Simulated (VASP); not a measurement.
Method: r2SCAN meta-GGA, VASP's PBE PAW potentials (set 64) (plane waves; VASP).

A VASP calculation is set up with these files.

### KPOINTS
```
Automatic mesh
0
Gamma
10 10 10
0 0 0
```

INCAR:
```
ALGO  =  Normal
EDIFF  =  1E-7
ENCUT  =  520
ISIF  =  2
ISMEAR  =  0
LASPH  =  .TRUE.
LCHARG  =  .FALSE.
LMIXTAU  =  .TRUE.
LREAL  =  .FALSE.
LWAVE  =  .FALSE.
METAGGA  =  R2SCAN
NELM  =  100
PREC  =  Accurate
SIGMA  =  0.05
SYSTEM  =  SiC
```

POSCAR:
```
SiC
1.0
  0.0000000000   2.1775822467   2.1775822467
  2.1775822467   0.0000000000   2.1775822467
  2.1775822467   2.1775822467   0.0000000000
Si C
1 1
Cartesian
  0.0000000000   0.0000000000   0.0000000000
  1.0887911234   1.0887911234   1.0887911234
```

POTCAR, in this order: Si C (PBE.64 set). Program: vasp_std.

Task: Predict the energy per atom (σ→0), band gap (on the k-mesh).

Result: 
The energy per atom (σ→0) is -9.663 eV/atom and the band gap (on the k-mesh) comes out as 1.72 eV.

### OSZICAR
```
...
DAV:  16    -0.193269766388E+02    0.43309E-05   -0.18788E-07   824   0.449E-03    0.423E-03
DAV:  17    -0.193269698089E+02    0.68299E-05   -0.15089E-06   840   0.867E-03    0.344E-03
DAV:  18    -0.193269647985E+02    0.50104E-05   -0.69567E-08   416   0.344E-03    0.785E-04
DAV:  19    -0.193269656530E+02   -0.85455E-06   -0.10958E-08   400   0.116E-03    0.412E-04
DAV:  20    -0.193269650121E+02    0.64094E-06   -0.37469E-09   392   0.635E-04    0.212E-04
DAV:  21    -0.193269653040E+02   -0.29194E-06   -0.16756E-09   400   0.521E-04    0.431E-05
DAV:  22    -0.193269652390E+02    0.64991E-07   -0.34821E-10   392   0.189E-04
   1 F= -.19326965E+02 E0= -.19326965E+02  d E =-.160324E-18
```

The compound is SiC in the zinc blende structure. It was relaxed first.
